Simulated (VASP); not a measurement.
# TiO2 (Rutile): the relaxed cell at several levels, part 3 of 3

How close do the usual functionals, with and without dispersion, come to the cell of TiO2 (Rutile)? The start is a cell from a database of measured crystal structures.

VASP 6.6.1, plane waves and PAW; the level of theory is named at each step.

So far. Step 3 (Relaxation with LDA): It ends at 10.10 Å³/atom, -2.8 % from the start, with 0.09 GPa left. The conventional cell has a = 4.554 and c = 2.922 Å. Step 4 (Relaxation with r2SCAN): It ends at 10.45 Å³/atom, +0.5 % from the start, with 0.00 GPa left. The conventional cell has a = 4.601 and c = 2.961 Å.

## (5) Relaxation with PBE + D3(BJ)

This step: PBE with D3(BJ); plane waves and PAW (Ti_sv, O) (VASP 6.6.1).

A dispersion term adds the long-range attraction that semilocal functionals lack. D3 with Becke-Johnson damping keeps a finite attraction at short range.

INCAR reads:

```
SYSTEM = TiO2
PREC = Accurate
ENCUT = 560
EDIFF = 1E-06
NELM = 100
ISMEAR = -1
SIGMA = 0.05
LREAL = .FALSE.
ALGO = Normal
GGA = PE
IVDW = 12
NBANDS = 30
LASPH = .TRUE.
LORBIT = 11
LWAVE = .FALSE.
LCHARG = .FALSE.
KPAR = 2
IBRION = 2
NSW = 60
ISIF = 3
EDIFFG = -0.01
```

POSCAR reads:

```
TiO2
1.0
    4.5922000000      0.0000000000      0.0000000000
    0.0000000000      4.5922000000      0.0000000000
    0.0000000000      0.0000000000      2.9574000000
Ti O
2 4
Direct
    0.0000000000      0.0000000000      0.0000000000
    0.5000000000      0.5000000000      0.5000000000
    0.3049600000      0.3049600000      0.0000000000
    0.1950400000      0.8049600000      0.5000000000
    0.6950400000      0.6950400000      0.0000000000
    0.8049600000      0.1950400000      0.5000000000
```

KPOINTS reads:

```
Automatic mesh
0
Gamma
5 5 8
0 0 0
```

The projector-augmented-wave data sets are Ti_sv and O (PBE family, release 64).

Started as:

```sh
mpirun -np 2 vasp_std
```

The program printed:

```text
[... set-up lines as in an earlier step ...]
 entering main loop
       N       E                     dE             d eps       ncg     rms          rms(c)
[... 16 cycles as in an earlier step ...]
   1 F= -.55138389E+02 E0= -.55138389E+02  d E =-.551384E+02
[...]
2 F= -.55136587E+02 E0= -.55136587E+02  d E =0.180144E-02
[...]
3 F= -.55142547E+02 E0= -.55142547E+02  d E =-.415809E-02
[...]
4 F= -.55143014E+02 E0= -.55143014E+02  d E =-.467619E-03
[...]
5 F= -.55143032E+02 E0= -.55143032E+02  d E =-.485222E-03
[...]
reached required accuracy - stopping structural energy minimisation
```

It took 1.7 min on 2 MPI ranks of AMD EPYC 7R43, shared host; peak memory 0.38 GiB.

From OUTCAR (step 5):

```text
 Edisp (eV)   -1.48080

 Edisp (eV)   -1.48096

  Total       0.01139     0.01139    -0.00105     0.00000     0.00000     0.00000
  in kB       0.29014     0.29014    -0.02677     0.00000     0.00000     0.00000
  external pressure =        0.18 kB  Pullay stress =        0.00 kB

 POSITION                                       TOTAL-FORCE (eV/Angst)
 -----------------------------------------------------------------------------------
      0.00000      0.00000      0.00000         0.000000      0.000000      0.000000
      2.30533      2.30533      1.47886        -0.000000      0.000000      0.000000
      1.40273      1.40273      0.00000         0.003211      0.003211     -0.000000
      0.90260      3.70806      1.47886        -0.003211      0.003211      0.000000
      3.20793      3.20793      0.00000        -0.003211     -0.003211      0.000000
      3.70806      0.90260      1.47886         0.003211     -0.003211      0.000000
 -----------------------------------------------------------------------------------
    total drift:                                0.000000      0.000000      0.000000

  FREE ENERGIE OF THE ION-ELECTRON SYSTEM (eV)
  ---------------------------------------------------
  free  energy   TOTEN  =       -55.1430319414 eV

  energy  without entropy=      -55.1430319408  energy(sigma->0) =      -55.14303194

[... 2 parts as in an earlier step ...]

[... 2 further parts left out ...]
[key lines of the parts left out:]
E-fermi :   5.6636
```

Relaxation path:

| step | energy less that of the first step (eV) | largest force (eV/Å) | pressure (GPa) | volume (Å³) |
| --- | --- | --- | --- | --- |
| 1 | 0.0000 | 0.1287 | 2.04 | 62.37 |
| 2 | 0.0018 | 0.0860 | -2.64 | 63.57 |
| 3 | -0.0042 | 0.0284 | -0.15 | 62.91 |
| 4 | -0.0046 | 0.0015 | -0.05 | 62.88 |
| 5 | -0.0046 | 0.0045 | 0.02 | 62.88 |

| conventional cell, symmetrised | before | after | change |
| --- | --- | --- | --- |
| a (Å) | 4.592 | 4.611 | +0.4 % |
| b (Å) | 4.592 | 4.611 | +0.4 % |
| c (Å) | 2.957 | 2.958 | +0.0 % |
| volume (Å³/atom) | 10.39 | 10.48 | +0.8 % |

The relaxed structure:

```xyz
6
Lattice="4.6107 0.0000 0.0000 0.0000 4.6107 0.0000 0.0000 0.0000 2.9577" Properties=species:S:1:pos:R:3 pbc="T T T"
Ti    0.0000    0.0000    0.0000
Ti    2.3053    2.3053    1.4789
O     1.4027    1.4027    0.0000
O     0.9026    3.7081    1.4789
O     3.2079    3.2079    0.0000
O     3.7081    0.9026    1.4789
```

It ends at 10.48 Å³/atom, +0.8 % from the start, with 0.02 GPa left. The conventional cell has a = 4.611 and c = 2.958 Å. Against plain PBE, the dispersion term moves a by -0.8 % and c by -0.3 %.

## (6) The cells as a table

This step: relaxed cells at several levels; plane waves and PAW (VASP 6.6.1).

This step runs nothing: it gathers the runs above.

Lengths are those of the conventional cell; cost is the wall time of each run, as given at its step, times its ranks, without the set-up around it. Results by level, by row:

| level | volume (Å³/atom) | change from the start (%) | a (Å) | c (Å) | cost (core minutes) |
| --- | --- | --- | --- | --- | --- |
| PBE | 10.67 | 2.7 | 4.646 | 2.967 | 4.43 |
| LDA | 10.1 | -2.8 | 4.554 | 2.922 | 3.33 |
| r2SCAN | 10.45 | 0.5 | 4.601 | 2.961 | 12.2 |
| PBE + D3(BJ) | 10.48 | 0.8 | 4.611 | 2.958 | 3.37 |

## (7) Results

- volume, PBE: 10.67 Å³/atom
- volume, LDA: 10.10 Å³/atom
- volume, r2SCAN: 10.45 Å³/atom
- volume, PBE + D3(BJ): 10.48 Å³/atom

**Reading.** For TiO2 (Rutile) the levels give volumes between 10.10 Å³/atom (LDA) and 10.67 Å³/atom (PBE), a spread of 5.7 %, while the cost of the finished runs spans a factor of 3.7. Within 1 % of experiment on every length: r2SCAN and PBE + D3(BJ). The nearest, r2SCAN, took 3.6 times the core time of PBE + D3(BJ) and lowers the largest miss from 0.36 to 0.15 %. Thermal and zero-point expansion, often some tenths of a per cent in length, bear on this order: with the measured lengths lowered by an assumed 0.4 % the nearest is still r2SCAN. The costs hold the number of ionic steps as well as the price of the functional. Adding D3(BJ) to PBE changes the volume by -1.8 % (a by -0.8 % and c by -0.3 %). Within 0.02 Å all end in space group P4_2/mnm; the runs can't lower the symmetry of the start. Each is a single relaxation on the plane waves of the start cell, so larger changes of volume carry a basis-set error that was not tested here.

Comparison with the measured values:

| quantity | measured | PBE | LDA | r2SCAN | PBE + D3(BJ) |
| --- | --- | --- | --- | --- | --- |
| lattice constant a (Å) | 4.594 | 4.646 (+1.1 %) | 4.554 (-0.9 %) | 4.601 (+0.2 %) | 4.611 (+0.4 %) |
| lattice constant c (Å) | 2.959 | 2.967 (+0.3 %) | 2.922 (-1.2 %) | 2.961 (+0.1 %) | 2.958 (-0.0 %) |

Measured values from arxiv:2005.06543 (2020).

**Verdict.** For the lattice constant a, of the levels listed nearest comes r2SCAN (+0.2 %, good agreement) and farthest PBE (+1.1 %, fair agreement). For the lattice constant c, of the levels listed nearest comes PBE + D3(BJ) (-0.0 %, good agreement) and farthest LDA (-1.2 %, fair agreement). The grades are ours: good and fair within 0.7 and 1.5 % for the lattice constant a and 0.8 and 2 % for the lattice constant c. Zero-point motion and thermal expansion are not in the computed lattice constants.

[Lines on the potential files, build, host, timing and source positions are cut from VASP's logs without a mark.]

[Logs are printed without paths, hosts, clocks, repeated set-up lines and the standing remarks that a program may print on its own settings, such as how far it seeks lower states.]

[Hosts, paths, dates, database ids (printed as entryN), source tags and the programs' standing remarks are cut or masked in the printed files.]

[A measured line is paired with the nearest computed mode of its activity, which favours agreement.]
